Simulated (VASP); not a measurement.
Here is the system:

```yaml
crystal:
  lattice:
    - [4.38918, 0.00000, 0.00000]
    - [0.00000, 4.38918, 0.00000]
    - [0.00000, 0.00000, 2.86741]
  atoms:
    - { symbol: Mn, position: [0.00000, 0.00000, 0.00000], spin: 2.7 }
    - { symbol: Mn, position: [0.50000, 0.50000, 0.50000], spin: -2.7 }
    - { symbol: O, position: [0.30483, 0.30483, 0.00000] }
    - { symbol: O, position: [0.80483, 0.19517, 0.50000] }
    - { symbol: O, position: [0.19517, 0.80483, 0.50000] }
    - { symbol: O, position: [0.69517, 0.69517, 0.00000] }
```

The numbers are results of r2SCAN meta-GGA, VASP's PBE PAW potentials (set 64) (plane waves; VASP 6.6.1), not measurements. Numerical set-up: 520 eV cut-off, 6×6×9 Γ-centred mesh, tetrahedra with Blöchl corrections, potentials Mn_pv O.

The cores are frozen, which limits the accuracy of field gradients.

Q: Give the principal components of the electric field gradient (V/Å²) and the asymmetry η at each nucleus.

A: 
```json
[
 {"atom": "Mn1", "Vxx": "-10.7", "Vyy": "-0.9", "Vzz": "11.6", "η": "0.84"},
 {"atom": "Mn2", "Vxx": "-10.7", "Vyy": "-0.9", "Vzz": "11.6", "η": "0.84"},
 {"atom": "O3", "Vxx": "70.3", "Vyy": "36.2", "Vzz": "-106.5", "η": "0.32"},
 {"atom": "O4", "Vxx": "70.3", "Vyy": "36.2", "Vzz": "-106.5", "η": "0.32"},
 {"atom": "O5", "Vxx": "70.3", "Vyy": "36.2", "Vzz": "-106.5", "η": "0.32"},
 {"atom": "O6", "Vxx": "70.3", "Vyy": "36.2", "Vzz": "-106.5", "η": "0.32"}
]
```

The compound is MnO2 in the rutile structure. It was relaxed first.
